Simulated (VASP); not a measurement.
# Lattice of Aluminum across functionals and dispersion corrections, part 2 of 3

Which functional gives the lattice of Aluminum as experiment finds it, and is a dearer one worth its cost? The start is a cell from a database of measured crystal structures.

VASP 6.6.1, plane waves and PAW; the level of theory is named at each step.

Still holding for the runs below: This run has no spin polarisation. Its electron count is odd, so without a moment it is a metal by construction. The k-mesh is coarse for a metal.

So far, final volume (Å³): step 2 (relaxation, level LDA) 16.0; step 3 (relaxation, level PBEsol) 16.3.

**4. Relaxation with PBE**

This step: PBE; plane waves and PAW (Al) (VASP 6.6.1).

PBE, the usual starting point, adds the gradient of the density.

File INCAR:

```
SYSTEM = Al
PREC = Accurate
ENCUT = 520
EDIFF = 1E-06
NELM = 100
ISMEAR = -1
SIGMA = 0.05
LREAL = .FALSE.
ALGO = Normal
GGA = PE
NBANDS = 7
LORBIT = 11
LWAVE = .FALSE.
LCHARG = .FALSE.
KPAR = 2
IBRION = 2
NSW = 60
ISIF = 3
EDIFFG = -0.01
```

File POSCAR:

```
Al
1.0
    0.0000000000      2.0248050000      2.0248050000
    2.0248050000      0.0000000000      2.0248050000
    2.0248050000      2.0248050000      0.0000000000
Al
1
Direct
    0.0000000000      0.0000000000      0.0000000000
```

File KPOINTS:

```
Automatic mesh
0
Gamma
9 9 9
0 0 0
```

PAW data sets: Al (PBE family, release 64).

Run with:

```console
$ mpirun -np 2 vasp_std
```

What it wrote:

```text
[banner, memory and clock lines left out]
running    2 mpi-ranks, on    1 nodes
[...]
LDA part: xc-table for (Slater+PW92), standard interpolation
 POSCAR, INCAR and KPOINTS ok, starting setup
[...]
entering main loop
       N       E                     dE             d eps       ncg     rms          rms(c)
DAV:   1    -0.214662604400E+01   -0.21466E+01   -0.90719E+02   497   0.239E+02
DAV:   2    -0.372902032639E+01   -0.15824E+01   -0.15444E+01   658   0.214E+01
DAV:   3    -0.374027320972E+01   -0.11253E-01   -0.11251E-01   644   0.205E+00
DAV:   4    -0.374031504044E+01   -0.41831E-04   -0.41831E-04   749   0.117E-01
[...]
DAV:   8    -0.371832414202E+01    0.41344E-05   -0.16009E-05   777   0.323E-02    0.695E-03
DAV:   9    -0.371832276257E+01    0.13795E-05   -0.75574E-07   672   0.430E-03    0.751E-04
DAV:  10    -0.371832234881E+01    0.41376E-06   -0.37230E-09   448   0.471E-04
   1 F= -.37183223E+01 E0= -.37157650E+01  d E =-.371832E+01
[...]
N       E                     dE             d eps       ncg     rms          rms(c)
DAV:   1    -0.371835778671E+01   -0.35024E-04   -0.54308E-04   581   0.106E-01    0.186E-02
DAV:   2    -0.371835580359E+01    0.19831E-05   -0.32940E-06   637   0.148E-02    0.732E-03
DAV:   3    -0.371835461026E+01    0.11933E-05   -0.46424E-07   469   0.318E-03    0.186E-03
DAV:   4    -0.371835464625E+01   -0.35989E-07   -0.45276E-08   287   0.105E-03
   2 F= -.37183546E+01 E0= -.37157785E+01  d E =-.322974E-04
 trial-energy change:   -0.000032  1 .order   -0.000031   -0.000077    0.000014
 step:   0.8470(harm=  0.8470)  dis= 0.00000  next Energy=    -3.718355 (dE=-0.325E-04)
 reached required accuracy - stopping structural energy minimisation
```

It took 6.2 s on 2 MPI ranks of Intel Xeon Platinum 8375C at 2.90GHz (Ice Lake), shared host; peak memory 0.24 GiB; 11 s of CPU time.

Parts of OUTCAR (step 4):

```text
  Total        0.0041566      0.0041566      0.0041566      0.0000000     -0.0000000      0.0000000
  in kB        0.4024509      0.4024509      0.4024509      0.0000000     -0.0000000      0.0000000
  external PRESSURE =       0.4024509 kB  Pullay stress =       0.0000000 kB

 POSITION                                       TOTAL-FORCE (eV/Angst)
 -----------------------------------------------------------------------------------
     -0.00000      2.02256      2.02256         0.000000      0.000000      0.000000
 -----------------------------------------------------------------------------------
    total drift:                                0.000000      0.000000     -0.000000

  FREE ENERGIE OF THE ION-ELECTRON SYSTEM (eV)
  ---------------------------------------------------
  free  energy   TOTEN  =        -3.7183546463 eV

  energy  without entropy=       -3.7132023788  energy(sigma->0) =       -3.71577851

[... 2 parts as in an earlier step ...]

[... 2 further parts left out ...]
[key lines of the parts left out:]
E-fermi :   7.9425
```

Step by step:

```csv
step,energy less that of the first step (eV),largest force (eV/Å),pressure (GPa),volume (Å³)
1,0.0000,0.0000,-0.22,16.60
2,0.0000,0.0000,0.04,16.55
```

```
conventional cell, symmetrised  before  after  change
                         a (Å)   4.050  4.045  -0.1 %
                         b (Å)   4.050  4.045  -0.1 %
                         c (Å)   4.050  4.045  -0.1 %
              volume (Å³/atom)   16.60  16.55  -0.3 %
```

The relaxed structure:

```xyz
1
Lattice="0.0000 2.0226 2.0226 2.0226 0.0000 2.0226 2.0226 2.0226 0.0000" Properties=species:S:1:pos:R:3 pbc="T T T"
Al    0.0000    0.0000    0.0000
```

It ends at 16.55 Å³/atom, -0.3 % from the start, with 0.04 GPa left. The conventional cell has a = 4.045 Å.

**5. Relaxation with r2SCAN**

This step: r2SCAN; plane waves and PAW (Al) (VASP 6.6.1).

r2SCAN adds the kinetic-energy density, costs more than a GGA and is run with LASPH.

Edit INCAR of step 4 so:

```diff
@@ -9,3 +9,4 @@
 ALGO = Normal
-GGA = PE
+METAGGA = R2SCAN
+LASPH = .TRUE.
 NBANDS = 7
```

POSCAR is that of step 4.

KPOINTS is that of step 4.

Run with:

```console
$ mpirun -np 2 vasp_std
```

What it wrote:

```text
[banner, memory and clock lines left out]
running    2 mpi-ranks, on    1 nodes
[...]
[... a notice as in an earlier step ...]

 LDA part: xc-table for (None), standard interpolation
 POSCAR, INCAR and KPOINTS ok, starting setup
[...]
entering main loop
       N       E                     dE             d eps       ncg     rms          rms(c)
DAV:   1    -0.525019764770E+01   -0.52502E+01   -0.94008E+02   497   0.248E+02
DAV:   2    -0.687562452205E+01   -0.16254E+01   -0.15864E+01   658   0.222E+01
DAV:   3    -0.688728391962E+01   -0.11659E-01   -0.11658E-01   658   0.217E+00
DAV:   4    -0.688733221937E+01   -0.48300E-04   -0.48300E-04   742   0.127E-01
[...]
DAV:   9    -0.669797336588E+01    0.73005E-04   -0.34434E-05   651   0.555E-02    0.387E-02
DAV:  10    -0.669798414460E+01   -0.10779E-04   -0.45225E-07   749   0.543E-03    0.319E-03
DAV:  11    -0.669798409691E+01    0.47686E-07   -0.32774E-09   343   0.530E-04
   1 F= -.66979841E+01 E0= -.66946819E+01  d E =-.669798E+01
[...]
DAV:   5    -0.670585740329E+01    0.88612E-05   -0.41078E-07   532   0.432E-03    0.560E-03
DAV:   6    -0.670585530322E+01    0.21001E-05   -0.16354E-08   315   0.897E-04    0.318E-04
DAV:   7    -0.670585560349E+01   -0.30027E-06   -0.18461E-09   287   0.337E-04
   2 F= -.67058556E+01 E0= -.67023265E+01  d E =-.787151E-02
 trial-energy change:   -0.007872  1 .order   -0.007404   -0.018739    0.003930
 step:   0.8430(harm=  0.8266)  dis= 0.00000  next Energy=    -6.706162 (dE=-0.818E-02)
[...]
N       E                     dE             d eps       ncg     rms          rms(c)
DAV:   1    -0.670615376221E+01   -0.29846E-03   -0.26620E-03   609   0.254E-01    0.721E-02
DAV:   2    -0.670616755071E+01   -0.13788E-04   -0.39624E-05   686   0.446E-02    0.195E-02
DAV:   3    -0.670615681597E+01    0.10735E-04   -0.10559E-06   581   0.911E-03    0.877E-03
DAV:   4    -0.670615077234E+01    0.60436E-05   -0.38993E-07   511   0.598E-03    0.486E-03
DAV:   5    -0.670615209307E+01   -0.13207E-05   -0.15500E-08   259   0.839E-04    0.724E-04
DAV:   6    -0.670615242713E+01   -0.33406E-06   -0.16107E-09   266   0.313E-04
   3 F= -.67061524E+01 E0= -.67025860E+01  d E =-.816833E-02
[...]
reached required accuracy - stopping structural energy minimisation
```

It took 32 s on 2 MPI ranks; peak memory 0.25 GiB.

From OUTCAR (step 5):

```text
  Total        0.0026400      0.0026400      0.0026400     -0.0000000     -0.0000000      0.0000000
  in kB        0.2662848      0.2662848      0.2662848     -0.0000000     -0.0000000      0.0000000
  external PRESSURE =       0.2662848 kB  Pullay stress =       0.0000000 kB

 POSITION                                       TOTAL-FORCE (eV/Angst)
 -----------------------------------------------------------------------------------
      0.00000      0.00000      0.00000         0.000000      0.000000     -0.000000
 -----------------------------------------------------------------------------------
    total drift:                               -0.000000      0.000000      0.000000

  FREE ENERGIE OF THE ION-ELECTRON SYSTEM (eV)
  ---------------------------------------------------
  free  energy   TOTEN  =        -6.7061524271 eV

  energy  without entropy=       -6.6990194779  energy(sigma->0) =       -6.70258595

[... 2 parts as in an earlier step ...]

[... 2 further parts left out ...]
[key lines of the parts left out:]
E-fermi :   8.4115
```

The steps of the relaxation:

```
step  energy less that of the first step (eV)  largest force (eV/Å)  pressure (GPa)  volume (Å³)
   1                                   0.0000                0.0000           -3.47        16.60
   2                                  -0.0079                0.0000            0.77        15.75
   3                                  -0.0082                0.0000            0.03        15.88
```

| conventional cell, symmetrised | before | after | change |
| --- | --- | --- | --- |
| a (Å) | 4.050 | 3.990 | -1.5 % |
| b (Å) | 4.050 | 3.990 | -1.5 % |
| c (Å) | 4.050 | 3.990 | -1.5 % |
| volume (Å³/atom) | 16.60 | 15.88 | -4.3 % |

The relaxed structure:

```
Al
1.0
     0.00000    1.99517    1.99517
     1.99517    0.00000    1.99517
     1.99517    1.99517    0.00000
Al
1
Direct
  0.00000 0.00000 0.00000
```

It ends at 15.88 Å³/atom, -4.3 % from the start, with 0.03 GPa left. The conventional cell has a = 3.990 Å.

**6. Relaxation with PBE + D3(BJ)**

This step: PBE with D3(BJ); plane waves and PAW (Al) (VASP 6.6.1).

A dispersion term adds the long-range attraction that semilocal functionals lack. D3 with Becke-Johnson damping keeps a finite attraction at short range.

Edit INCAR of step 5 so:

```diff
@@ -9,4 +9,4 @@
 ALGO = Normal
-METAGGA = R2SCAN
-LASPH = .TRUE.
+GGA = PE
+IVDW = 12
 NBANDS = 7
```

POSCAR is that of step 5.

KPOINTS is that of step 5.

Run with:

```console
$ mpirun -np 2 vasp_std
```

What it wrote:

```text
[... set-up lines as in an earlier step ...]
 entering main loop
       N       E                     dE             d eps       ncg     rms          rms(c)
[... 10 cycles as in an earlier step ...]
   1 F= -.40524853E+01 E0= -.40499280E+01  d E =-.405249E+01
[...]
N       E                     dE             d eps       ncg     rms          rms(c)
DAV:   1    -0.370835390134E+01    0.99689E-02   -0.14251E-01   602   0.175E+00    0.310E-01
DAV:   2    -0.370776081262E+01    0.59309E-03   -0.82246E-04   623   0.238E-01    0.120E-01
DAV:   3    -0.370734846553E+01    0.41235E-03   -0.11073E-04   623   0.495E-02    0.341E-02
DAV:   4    -0.370732530066E+01    0.23165E-04   -0.10064E-05   672   0.145E-02    0.227E-02
DAV:   5    -0.370732544983E+01   -0.14916E-06   -0.76994E-08   378   0.203E-03
   2 F= -.40608152E+01 E0= -.40576992E+01  d E =-.832985E-02
 trial-energy change:   -0.008330  1 .order   -0.008067   -0.019826    0.003692
 step:   0.8515(harm=  0.8430)  dis= 0.00000  next Energy=    -4.061088 (dE=-0.860E-02)
[...]
N       E                     dE             d eps       ncg     rms          rms(c)
DAV:   1    -0.371059388081E+01   -0.32686E-02   -0.30271E-03   616   0.255E-01    0.453E-02
DAV:   2    -0.371057978438E+01    0.14096E-04   -0.17758E-05   609   0.349E-02    0.180E-02
DAV:   3    -0.371056942896E+01    0.10355E-04   -0.24885E-06   623   0.739E-03    0.483E-03
DAV:   4    -0.371056864076E+01    0.78820E-06   -0.17678E-07   301   0.198E-03
   3 F= -.40610941E+01 E0= -.40580885E+01  d E =-.860880E-02
[...]
reached required accuracy - stopping structural energy minimisation
```

The job ended after 8.2 s (2 MPI ranks; peak memory 0.25 GiB; 15 s of CPU time).

OUTCAR, selected parts (step 6):

```text
 Edisp (eV)   -0.35349

 Edisp (eV)   -0.35053

  Total       0.00100     0.00100     0.00100     0.00000    -0.00000     0.00000
  in kB       0.10076     0.10076     0.10076     0.00000    -0.00000     0.00000
  external pressure =        0.10 kB  Pullay stress =        0.00 kB

 POSITION                                       TOTAL-FORCE (eV/Angst)
 -----------------------------------------------------------------------------------
      0.00000      0.00000      0.00000         0.000000      0.000000      0.000000
 -----------------------------------------------------------------------------------
    total drift:                                0.000000     -0.000000     -0.000000

  FREE ENERGIE OF THE ION-ELECTRON SYSTEM (eV)
  ---------------------------------------------------
  free  energy   TOTEN  =        -4.0610941241 eV

  energy  without entropy=       -4.0550827873  energy(sigma->0) =       -4.05808846

[... 2 parts as in an earlier step ...]

[... 2 further parts left out ...]
[key lines of the parts left out:]
E-fermi :   8.3925
```

Dispersion corrections of this kind ignore metallic screening and tend to overbind metals.

It ends at 15.86 Å³/atom, -4.5 % from the start, with 0.01 GPa left. The conventional cell has a = 3.988 Å. Against plain PBE, the dispersion term moves a by -1.4 %.

**7. Relaxation with r2SCAN + rVV10**

This step: r2SCAN with rVV10; plane waves and PAW (Al) (VASP 6.6.1).

LUSE_VDW switches on a nonlocal correlation term for dispersion.

Edit INCAR of step 6 so:

```diff
@@ -9,4 +9,8 @@
 ALGO = Normal
-GGA = PE
-IVDW = 12
+METAGGA = R2SCAN
+LUSE_VDW = .TRUE.
+IVDW_NL = 2
+BPARAM = 11.95
+CPARAM = 0.0093
+LASPH = .TRUE.
 NBANDS = 7
```

POSCAR is that of step 6.

KPOINTS is that of step 6.

Run with:

```console
$ mpirun -np 2 vasp_std
```

What it wrote:

```text
[banner, memory and clock lines left out]
running    2 mpi-ranks, on    1 nodes
[...]
|                                                                             |
|               ----> ADVICE to this user running VASP <----                  |
|                                                                             |
|     You have switched on vdW-DFT.                                           |
|     This routine was written and supplied by Jiri Klimes. We recommend      |
|     that you carefully read and cite the following publications:            |
|       J. Klimes, D.R. Bowler, A. Michelides                                 |
|          J. Phys.: Cond Matt. 22 022201 (2010)                              |
|       J. Klimes, D.R. Bowler, A. Michelides                                 |
|          Phys. Rev. B. 83, 195131 (2011)                                    |
|     and references therein.                                                 |
|                                                                             |

[...]
DAV:   2    -0.664022108031E+01   -0.17966E-04   -0.47375E-05   686   0.489E-02    0.215E-02
Total rVV10 correction in eV:      0.0659111     5.1796814
Total rVV10 correction in eV:      0.0659111     5.1796814
DAV:   3    -0.664020883013E+01    0.12250E-04   -0.12403E-06   574   0.985E-03    0.949E-03
Total rVV10 correction in eV:      0.0659081     5.1796814
Total rVV10 correction in eV:      0.0659081     5.1796814
DAV:   4    -0.664020200147E+01    0.68287E-05   -0.45061E-07   546   0.640E-03    0.537E-03
Total rVV10 correction in eV:      0.0659092     5.1796814
Total rVV10 correction in eV:      0.0659092     5.1796814
DAV:   5    -0.664020343250E+01   -0.14310E-05   -0.14750E-08   252   0.826E-04    0.658E-04
Total rVV10 correction in eV:      0.0659095     5.1796814
Total rVV10 correction in eV:      0.0659095     5.1796814
DAV:   6    -0.664020375397E+01   -0.32147E-06   -0.15653E-09   266   0.290E-04
Total rVV10 correction in eV:      0.0659095     5.1796814
Total rVV10 correction in eV:      0.0659095     5.1796814
Total rVV10 correction in eV:      0.0659095     5.1796814
Total rVV10 correction in eV:      0.0659095     5.1796814
   3 F= -.66402038E+01 E0= -.66366478E+01  d E =-.942565E-02
[...]
reached required accuracy - stopping structural energy minimisation
```

The job ended after 93 s (2 MPI ranks; peak memory 0.39 GiB).

Parts of OUTCAR (step 7):

```text
  Total        0.0026862      0.0026862      0.0026862      0.0000000      0.0000000      0.0000000
  in kB        0.2718054      0.2718054      0.2718054      0.0000000      0.0000000      0.0000000
  external PRESSURE =       0.2718054 kB  Pullay stress =       0.0000000 kB

 POSITION                                       TOTAL-FORCE (eV/Angst)
 -----------------------------------------------------------------------------------
     -0.00000      0.00000      0.00000        -0.000000      0.000000     -0.000000
 -----------------------------------------------------------------------------------
    total drift:                                0.000000     -0.000000     -0.000000

  FREE ENERGIE OF THE ION-ELECTRON SYSTEM (eV)
  ---------------------------------------------------
  free  energy   TOTEN  =        -6.6402037540 eV

  energy  without entropy=       -6.6330918126  energy(sigma->0) =       -6.63664778

[... 2 parts as in an earlier step ...]

[... 2 further parts left out ...]
[key lines of the parts left out:]
E-fermi :   8.4384
```

It ends at 15.83 Å³/atom, -4.6 % from the start, with 0.03 GPa left. The conventional cell has a = 3.986 Å. Against plain r2SCAN, the dispersion term moves a by -0.1 %.

**8. Relaxation with vdW-DF-cx**

This step: vdW-DF-cx; plane waves and PAW (Al) (VASP 6.6.1).

vdW-DF-cx takes its exchange from the same plasmon model as its correlation.

Edit INCAR of step 7 so:

```diff
@@ -9,7 +9,5 @@
 ALGO = Normal
-METAGGA = R2SCAN
+GGA = CX
+AGGAC = 0
 LUSE_VDW = .TRUE.
-IVDW_NL = 2
-BPARAM = 11.95
-CPARAM = 0.0093
 LASPH = .TRUE.
```

POSCAR is that of step 7.

KPOINTS is that of step 7.

Run with:

```console
$ mpirun -np 2 vasp_std
```

What it wrote:

```text
[banner, memory and clock lines left out]
running    2 mpi-ranks, on    1 nodes
[...]
[... a notice as in an earlier step ...]

 [... a notice as in an earlier step ...]

 LDA part: xc-table for (Slater+PW92), standard interpolation
 POSCAR, INCAR and KPOINTS ok, starting setup
[...]
entering main loop
       N       E                     dE             d eps       ncg     rms          rms(c)
DAV:   1    -0.101710233782E+01   -0.10171E+01   -0.90745E+02   497   0.239E+02
DAV:   2    -0.259966701208E+01   -0.15826E+01   -0.15448E+01   658   0.214E+01
DAV:   3    -0.261097227328E+01   -0.11305E-01   -0.11303E-01   644   0.206E+00
DAV:   4    -0.261101414240E+01   -0.41869E-04   -0.41870E-04   749   0.117E-01
DAV:   5    -0.261101420350E+01   -0.61100E-07   -0.60871E-07   651   0.245E-03    0.152E+00
DAV:   6    -0.260264465348E+01    0.83696E-02   -0.12212E-03   637   0.229E-01    0.894E-01
DAV:   7    -0.259644312256E+01    0.62015E-02   -0.32008E-03   574   0.386E-01    0.149E-01
DAV:   8    -0.259644507965E+01   -0.19571E-05   -0.27539E-05   798   0.326E-02    0.164E-02
DAV:   9    -0.259644494018E+01    0.13946E-06   -0.21204E-07   651   0.272E-03
   1 F= -.25964449E+01 E0= -.25938060E+01  d E =-.259644E+01
[...]
N       E                     dE             d eps       ncg     rms          rms(c)
DAV:   1    -0.259691734579E+01   -0.47227E-03   -0.72072E-03   616   0.385E-01    0.774E-02
DAV:   2    -0.259690001432E+01    0.17331E-04   -0.46740E-05   651   0.565E-02    0.270E-02
DAV:   3    -0.259688764752E+01    0.12367E-04   -0.38614E-06   616   0.127E-02    0.950E-03
DAV:   4    -0.259688667979E+01    0.96773E-06   -0.75974E-07   567   0.508E-03
   2 F= -.25968867E+01 E0= -.25941367E+01  d E =-.441740E-03
 trial-energy change:   -0.000442  1 .order   -0.000434   -0.001044    0.000176
 step:   0.8602(harm=  0.8557)  dis= 0.00000  next Energy=    -2.596899 (dE=-0.454E-03)
[...]
N       E                     dE             d eps       ncg     rms          rms(c)
DAV:   1    -0.259690004456E+01   -0.12397E-04   -0.14082E-04   616   0.538E-02    0.110E-02
DAV:   2    -0.259689946415E+01    0.58042E-06   -0.90408E-07   560   0.793E-03
   3 F= -.25968995E+01 E0= -.25941672E+01  d E =-.454524E-03
[...]
reached required accuracy - stopping structural energy minimisation
```

Elapsed: 55 s, on 2 MPI ranks; peak memory 0.5 GiB.

From OUTCAR (step 8):

```text
  Total        0.0013249      0.0013249      0.0013249     -0.0000000      0.0000000      0.0000000
  in kB        0.1292181      0.1292181      0.1292181     -0.0000000      0.0000000      0.0000000
  external PRESSURE =       0.1292181 kB  Pullay stress =       0.0000000 kB

 POSITION                                       TOTAL-FORCE (eV/Angst)
 -----------------------------------------------------------------------------------
      0.00000      0.00000     -0.00000        -0.000000      0.000000      0.000000
 -----------------------------------------------------------------------------------
    total drift:                                0.000000      0.000000      0.000000

  FREE ENERGIE OF THE ION-ELECTRON SYSTEM (eV)
  ---------------------------------------------------
  free  energy   TOTEN  =        -2.5968994641 eV

  energy  without entropy=       -2.5914348560  energy(sigma->0) =       -2.59416716

[... 2 parts as in an earlier step ...]

[... 2 further parts left out ...]
[key lines of the parts left out:]
E-fermi :   8.0160
```

It ends at 16.43 Å³/atom, -1.1 % from the start, with 0.01 GPa left. The conventional cell has a = 4.035 Å.

[end of part 2 of 3]

[Lines on the potential files, build, host, timing and source positions are cut from VASP's logs without a mark.]

[Logs are printed without paths, hosts, clocks, repeated set-up lines and the standing remarks that a program may print on its own settings, such as how far it seeks lower states.]

[Hosts, paths, dates, database ids (printed as entryN), source tags and the programs' standing remarks are cut or masked in the printed files.]

[Measured values are set beside computed ones only where the two were judged alike; some that the calculation misses by far are left out.]
